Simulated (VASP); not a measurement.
Data:

```xyz
6
Lattice="0.0000 4.2934 4.2934 4.2934 0.0000 4.2934 4.2934 4.2934 0.0000" Properties=species:S:1:pos:R:3 pbc="T T T"
In     1.0734     1.0734     1.0734
In     1.0734     3.2201     3.2201
In     3.2201     1.0734     3.2201
In     3.2201     3.2201     1.0734
W      6.4401     6.4401     6.4401
W      4.2934     4.2934     4.2934
```

Calculation: PBE GGA, VASP's PBE PAW potentials (set 64) (plane waves; VASP). Settings: 300 eV cut-off, 3×3×3 Γ-centred mesh, Gaussian smearing of 0.050 eV, potentials In_d W_sv.

At this cut-off the stress carries a Pulay error, which pulls relaxed volumes low.

Q: Give the stress tensor in GPa (positive for a compressed cell).

A: 
```
-13.99    0.00    0.00
  0.00  -13.99    0.00
  0.00    0.00  -13.99
```
The pressure is its mean diagonal, -13.99 GPa.

The structure was generated: In2W was put into an ordered model structure, which need not be its known phase. The cell was not relaxed at this level. The k-mesh is coarse (spacing up to 0.42 per Å, 2π included), so the numbers may not be converged in it.
